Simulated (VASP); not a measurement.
Crystal: Si3Ge.

```
Si Ge
1.0
    -2.38897    2.38897    2.96997
     2.38897   -2.38897    2.96997
     2.38897    2.38897   -2.96997
Si Ge
3 1
Direct
  0.50000 0.00000 0.50000
  0.00000 0.50000 0.50000
  0.00000 0.00000 0.00000
  0.50000 0.50000 0.00000
```

The cell was built by a generator and needn't be a form met in nature.

| Item | Value |
| --- | --- |
| Program | VASP 6.6.1 |
| Task | relaxation of cell and atoms |
| Functional | PBE |
| Potentials or basis | VASP PAW PBE potentials, release 64 (Si, Ge_d) |
| Cutoff | 520 eV |
| k mesh | 6 × 6 × 6 |
| Occupations | gaussian, width 0.15 eV |
| Spin | no spin polarisation |

At the start: pressure 9.0 GPa; volume 16.95 Å³/atom.

Task: How do energy, volume and symmetry change on relaxing?

Result: Over 9 steps the energy falls by 194.1 meV/atom and the volume is 16.96 Å³/atom (+0.1 %); space group I4/mmm (No. 139, to 0.05 Å).

Step by step:
| step | energy change (eV) | largest force (eV/Å) | pressure (GPa) | volume (Å³) |
| --- | --- | --- | --- | --- |
| 1 | 0.0000 | 0.0000 | 8.96 | 67.80 |
| 2 | -0.4700 | 0.0000 | -7.76 | 77.04 |
| 3 | -0.5015 | 0.0000 | -4.10 | 74.45 |
| 4 | -0.5033 | 0.0000 | -5.34 | 74.95 |
| 5 | -0.5031 | 0.0000 | -4.76 | 74.73 |
| 6 | -0.7092 | 0.0000 | -2.05 | 70.57 |
| 7 | -0.7756 | 0.0000 | 0.51 | 68.00 |
| 8 | -0.7764 | 0.0000 | 0.66 | 67.70 |
| 9 | -0.7763 | 0.0000 | 0.36 | 67.84 |

Final structure:
```xyz
4
Lattice="-2.5597 2.5597 2.5885 2.5597 -2.5597 2.5885 2.5597 2.5597 -2.5885" Properties=species:S:1:pos:R:3 pbc="T T T"
Si    0.0000    2.5597    0.0000
Si    2.5597    0.0000    0.0000
Si    0.0000    0.0000    0.0000
Ge    0.0000    0.0000    2.5885
```
